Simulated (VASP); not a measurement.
# B2C (F-43m) in VASP: relaxation of cell and atoms with PBE

Aim: the relaxation of cell and atoms of B2C with PBE.

Program: VASP 6.6.1. These are calculated values, not measurements. Logs are shortened: lines on timing, memory, paths and dates and some standing lists are left out, and cuts for length are marked.

### 1 The crystal as given

It takes space group F-43m (No. 216, cubic). Conventional cell: a = 5.187 Å, b = 5.187 Å, c = 5.187 Å, α = 90.00°, β = 90.00°, γ = 90.00°. B (site symmetry -43m) is surrounded by 4 B at 2.25 Å. B (site symmetry -43m) has 4 B at 2.25 Å and 4 C at 2.25 Å as nearest neighbours. C (site symmetry -43m) has 4 B at 2.25 Å as nearest neighbours.

The cell was built by a generator and needn't be a form met in nature.

### 2 Relaxation of cell and atoms, PBE

Input file INCAR:

```
SYSTEM = B2C
PREC = Normal
ENCUT = 520
EDIFF = 1E-4
ISMEAR = 0
SIGMA = 0.15
LREAL = .False.
LASPH = .True.
NELM = 60
ALGO = Fast
ISIF = 3
LWAVE = .False.
LCHARG = .False.
GGA = PE
IBRION = 2
NSW = 24
EDIFFG = -0.08
```

Input file KPOINTS:

```
Automatic mesh
0
Gamma
  7 7 7
  0 0 0
```

Input file POSCAR:

```
B2C
1.0
    0.0000000000      2.5933337800      2.5933337800
    2.5933337800      0.0000000000      2.5933337800
    2.5933337800      2.5933337800      0.0000000000
B C
2 1
Direct
    0.5000000000      0.5000000000      0.5000000000
    0.2500000000      0.2500000000      0.2500000000
    0.0000000000      0.0000000000      0.0000000000
```

Potentials or basis: VASP PAW PBE potentials, release 64 (B, C).

Command:

```console
cat potpaw_PBE.64/B/POTCAR potpaw_PBE.64/C/POTCAR > POTCAR
mpirun -np 1 vasp_std > vasp.out
```

OUTCAR:

```text
SYSTEM = B2C
   PREC = Normal
   ENCUT = 520
   EDIFF = 1E-4
   ISMEAR = 0
   LREAL = .False.
   LASPH = .True.
   NELM = 60
   ISIF = 3
   GGA = PE
   IBRION = 2
   NSW = 24
   EDIFFG = -0.08

 ion  position               nearest neighbor table
   1  0.500  0.500  0.500-
   2  0.250  0.250  0.250-
   3  0.000  0.000  0.000-

  LATTYP: Found a face centered cubic cell.
 ALAT       =     5.1866675600

  Lattice vectors:

 A1 = (   0.0000000000,   2.5933337800,   2.5933337800)
 A2 = (   2.5933337800,   0.0000000000,   2.5933337800)
 A3 = (   2.5933337800,   2.5933337800,   0.0000000000)

Analysis of symmetry for initial positions (statically):
=====================================================================
 Subroutine PRICEL returns:
 Original cell was already a primitive cell.

 Routine SETGRP: Setting up the symmetry group for a
 face centered cubic supercell.

 Subroutine GETGRP returns: Found 24 space group operations
 (whereof 24 operations were pure point group operations)
 out of a pool of 48 trial point group operations.

The static configuration has the point symmetry T_d .

Analysis of symmetry for dynamics (positions and initial velocities):
=====================================================================
 Subroutine PRICEL returns:
 Original cell was already a primitive cell.

 Routine SETGRP: Setting up the symmetry group for a
 face centered cubic supercell.

 Subroutine GETGRP returns: Found 24 space group operations
 (whereof 24 operations were pure point group operations)
 out of a pool of 48 trial point group operations.

The dynamic configuration has the point symmetry T_d .

 Subroutine INISYM returns: Found 24 space group operations
 (whereof 24 operations are pure point group operations),
 and found     1 'primitive' translations

----------------------------------------------------------------------------------------

                                     Primitive cell

  volume of cell :      34.8823

  direct lattice vectors                    reciprocal lattice vectors
     0.000000000  2.593333780  2.593333780    -0.192802023  0.192802023  0.192802023
     2.593333780  0.000000000  2.593333780     0.192802023 -0.192802023  0.192802023
     2.593333780  2.593333780  0.000000000     0.192802023  0.192802023 -0.192802023

  length of vectors
     3.667527803  3.667527803  3.667527803     0.333942900  0.333942900  0.333942900

  position of ions in fractional coordinates (direct lattice)
     0.500000000  0.500000000  0.500000000
     0.250000000  0.250000000  0.250000000
     0.000000000  0.000000000  0.000000000

  ion indices of the primitive-cell ions
   primitive index   ion index
                 1           1
                 2           2
                 3           3

----------------------------------------------------------------------------------------

 KPOINTS: Automatic mesh

Automatic generation of k-mesh.
 Grid dimensions read from file:
 generate k-points for:    7    7    7

 Generating k-lattice:

  Cartesian coordinates                     Fractional coordinates (reciprocal lattice)
    -0.027543146  0.027543146  0.027543146     0.142857143  0.000000000  0.000000000
     0.027543146 -0.027543146  0.027543146     0.000000000  0.142857143  0.000000000
     0.027543146  0.027543146 -0.027543146     0.000000000  0.000000000  0.142857143

  Length of vectors
     0.047706129  0.047706129  0.047706129

  Shift w.r.t. Gamma in fractional coordinates (k-lattice)
     0.000000000  0.000000000  0.000000000

 Subroutine IBZKPT returns following result:
 ===========================================

 Found     20 irreducible k-points:

 Following reciprocal coordinates:
            Coordinates               Weight
  0.000000  0.000000  0.000000      1.000000
  0.142857  0.000000  0.000000      8.000000
  0.285714  0.000000  0.000000      8.000000
  0.428571  0.000000  0.000000      8.000000
  0.142857  0.142857  0.000000      6.000000
  0.285714  0.142857  0.000000     24.000000
[... 12 lines left out ...]
 -0.428571  0.428571  0.142857     24.000000
 -0.285714  0.428571  0.142857     24.000000
   k-points           NKPTS =     20   k-points in BZ     NKDIM =     20   number of bands    NBANDS=      9
   number of dos      NEDOS =    301   number of ions     NIONS =      3
   total plane-waves  NPLWV =   8000
   dimension x,y,z NGX =    20 NGY =   20 NGZ =   20
   dimension x,y,z NGXF=    40 NGYF=   40 NGZF=   40
   ions per type =               2   1
   NGX,Y,Z   is equivalent  to a cutoff of   9.07,  9.07,  9.07 a.u.
   NGXF,Y,Z  is equivalent  to a cutoff of  18.13, 18.13, 18.13 a.u.
 SYSTEM =  B2C
   PREC   = normal    normal or accurate (medium, high low for compatibility)
   ISTART =      0    job   : 0-new  1-cont  2-samecut
   ICHARG =      2    charge: 1-file 2-atom 10-const
   ISPIN  =      1    spin polarized calculation?
   LNONCOLLINEAR =      F non collinear calculations
   LSORBIT =      F    spin-orbit coupling
   LASPH  =      T    aspherical Exc in radial PAW
   ENCUT  =  520.0 eV  38.22 Ry    6.18 a.u.   6.82  6.82  6.82*2*pi/ulx,y,z
   NELM   =     60;   NELMIN=  2; NELMDL= -5     # of ELM steps
   EDIFF  = 0.1E-03   stopping-criterion for ELM
   LREAL  =      F    real-space projection
   EDIFFG = -.8E-01   stopping-criterion for IOM
   NSW    =     24    number of steps for IOM
   IBRION =      2    ionic relax: 0-MD 1-quasi-New 2-CG
   NFREE  =      1    steps in history (QN), initial steepest desc. (CG)
   ISIF   =      3    stress and relaxation
   ISYM   =      2    0-nonsym 1-usesym 2-fastsym
   POTIM  = 0.5000    time-step for ionic-motion
   TEBEG  =    0.0;   TEEND  =   0.0 temperature during run
   PSTRESS=    0.0 pullay stress
   NELECT =      10.0000    total number of electrons
   NUPDOWN=      -1.0000    fix difference up-down
   EMIN   =  10.00;   EMAX   =-10.00  energy-range for DOS
   EFERMI =   0.00;   METHOD = LEGACY
   ISMEAR =     0;   SIGMA  =   0.15  broadening in eV -4-tet -1-fermi 0-gaus
   EFERMI_NEDOS =   21; number of points for ismear=-14 and -15
   IALGO  =     68    algorithm
   IMIX   =      4    mixing-type and parameters
     AMIX     =   0.40;   BMIX     =  1.00
     AMIX_MAG =   1.60;   BMIX_MAG =  1.00
  volume/ion in A,a.u.               =      11.63        78.47
  Fermi-wavevector in a.u.,A,eV,Ry     =   1.079460  2.039883 15.853959  1.165233
  Thomas-Fermi vector in A             =   2.215425
   LORBIT       =      0    0 simple, 1 ext, 2 COOP (PROOUT), +10 PAW based schemes
   GGA     = PE    functional components
   LHFCALC =     F    Hartree Fock is set to
   AEXX    =    0.0000 exact exchange contribution
   IVDW    =     0    specifies the selected vdW correction
   LEPSILON=     F    determine dielectric tensor
   LRPA    =     F    only Hartree local field effects (RPA)
 conjugate gradient relaxation of ions
 non-spin polarized calculation
 RMM-DIIS sequential band-by-band and
 Gauss-broadening in eV      SIGMA  =   0.15
  energy-cutoff  :      520.00
  volume of cell :       34.88
 maximum number of plane-waves:       952
   NGX = 13   NGY = 13   NGZ = 13

--------------------------------------- Ionic step        1  -------------------------------------------

 number of electron      10.0000000 magnetization

 number of electron       9.9999999 magnetization

 Free energy of the ion-electron system (eV)
  ---------------------------------------------------
  ext. energy  EPLUGINS =         0.00000000
  ---------------------------------------------------
  free energy    TOTEN  =       -14.38935500 eV

  energy without entropy =      -14.38931379  energy(sigma->0) =      -14.38933439

 E-fermi :   2.9986     XC(G=0): -10.1253

 val. band max:        2.6203299757   @ k =  -0.4286   0.2857   0.1429
 cond. band min:       3.3791529898   @ k =  -0.4286   0.2857   0.1429
 fundamental gap:      0.7588230140
 Fermi energy:         2.9986131762

 k-point     1 :       0.0000    0.0000    0.0000
  band No.  band energies     occupation
      1     -10.1524      2.00000
      2       0.0249      2.00000
      3       1.9637      2.00000
      4       1.9637      2.00000
      5       1.9637      2.00000
      6       3.7080      0.00000
      7       3.7080      0.00000
      8       3.7080      0.00000
      9       6.6263      0.00000

 k-point     2 :       0.1429    0.0000    0.0000
  band No.  band energies     occupation
      1      -9.8944      2.00000
      2      -1.1781      2.00000
      3       1.6660      2.00000
      4       1.6661      2.00000
      5       1.6902      2.00000
      6       3.8925      0.00000
      7       3.8925      0.00000
      8       4.1531      0.00000
      9       7.4592      0.00000
[... 310 lines left out ...]
 POSITION                                       TOTAL-FORCE (eV/Angst)
 -----------------------------------------------------------------------------------
      2.13989      2.13989      2.13989         0.000000     -0.000000      0.000000
      1.06994      1.06994      1.06994        -0.000000      0.000000     -0.000000
      0.00000      0.00000      0.00000         0.000000      0.000000      0.000000
 -----------------------------------------------------------------------------------
    total drift:                                0.000000      0.000000      0.000000

  FREE ENERGIE OF THE ION-ELECTRON SYSTEM (eV)
  ---------------------------------------------------
  free  energy   TOTEN  =       -17.3998428893 eV

  energy  without entropy=      -17.3871660576  energy(sigma->0) =      -17.39350447

--------------------------------------- Ionic step        4  -------------------------------------------

 number of electron      10.0000000 magnetization

 Free energy of the ion-electron system (eV)
  ---------------------------------------------------
  ext. energy  EPLUGINS =         0.00000000
  ---------------------------------------------------
  free energy    TOTEN  =       -17.40207392 eV

  energy without entropy =      -17.38766839  energy(sigma->0) =      -17.39487116

 E-fermi :   9.4326     XC(G=0): -12.6058

 val. band max:        9.3584301773   @ k =  -0.2857   0.1429   0.0000
 cond. band min:       9.4647054410   @ k =  -0.2857   0.1429   0.0000
 fundamental gap:      0.1062752637
 Fermi energy:         9.4326304841

 k-point     1 :       0.0000    0.0000    0.0000
  band No.  band energies     occupation
      1     -10.0247      2.00000
      2       6.5466      2.00000
      3       6.5466      2.00000
      4       6.5466      2.00000
      5       9.2562      1.90380
      6       9.2562      1.90380
      7       9.2562      1.90380
      8      10.8165      0.00000
      9      19.8690      0.00000

 k-point     2 :       0.1429    0.0000    0.0000
  band No.  band energies     occupation
      1      -9.6301      2.00000
      2       3.6923      2.00000
      3       5.9870      2.00000
      4       5.9870      2.00000
      5       9.6855      0.01714
      6       9.6855      0.01714
      7       9.9472      0.00000
      8      12.2914      0.00000
      9      16.3656      0.00000
[... 236 lines left out ...]
 POSITION                                       TOTAL-FORCE (eV/Angst)
 -----------------------------------------------------------------------------------
      2.12691      2.12691      2.12691        -0.000000     -0.000000      0.000000
      1.06345      1.06345      1.06345         0.000000      0.000000      0.000000
      0.00000      0.00000      0.00000        -0.000000     -0.000000     -0.000000
 -----------------------------------------------------------------------------------
    total drift:                                0.000000      0.000000      0.000000

  FREE ENERGIE OF THE ION-ELECTRON SYSTEM (eV)
  ---------------------------------------------------
  free  energy   TOTEN  =       -17.4020739222 eV

  energy  without entropy=      -17.3876683903  energy(sigma->0) =      -17.39487116

 reached required accuracy - stopping structural energy minimisation
```

It took 4.5 s on 1 thread of Intel Xeon 6975P-C (Granite Rapids), shared host; peak memory 0.12 GiB.

Results:

- Free energy: -17.4021 eV
- Relaxed volume: 6.41 Å³/atom
- Relaxed cell: a = 3.008 Å, b = 3.008 Å, c = 3.008 Å, α = 60.00°, β = 60.00°, γ = 60.00°
- Space group after relaxing (to 0.05 Å): F-43m (No. 216)
- Energy gained by relaxing: 1004.2 meV/atom
- Ionic steps: 4
- Pressure after relaxing: 1.1 GPa
- Band gap on the k mesh: none (metal or under the smearing width)

Step by step:
```tsv
step	energy change (eV)	largest force (eV/Å)	pressure (GPa)	volume (Å³)
1	0.0000	0.0000	-40.36	34.88
2	-2.8052	0.0000	-20.57	22.09
3	-3.0105	0.0000	-3.01	19.60
4	-3.0127	0.0000	1.06	19.24
```

Final structure:
```yaml
crystal:
  lattice:
    - [0.00000, 2.12691, 2.12691]
    - [2.12691, 0.00000, 2.12691]
    - [2.12691, 2.12691, 0.00000]
  atoms:
    - { symbol: B, position: [0.50000, 0.50000, 0.50000] }
    - { symbol: B, position: [0.25000, 0.25000, 0.25000] }
    - { symbol: C, position: [0.00000, 0.00000, 0.00000] }
```

Levels at points of the mesh, in eV from the Fermi level:
```tsv
k point	band 1	band 2	band 3	band 4	band 5	band 6	band 7	band 8	band 9
(0.00, 0.00, 0.00)	-19.46	-2.89	-2.89	-2.89	-0.18	-0.18	-0.18	1.38	10.44
```

Caveat: the volume moved by over 15 % at a fixed basis, so the end points are rough; the relaxation stopped at a loose force limit of 0.08 eV/Å, so its end isn't a converged minimum.
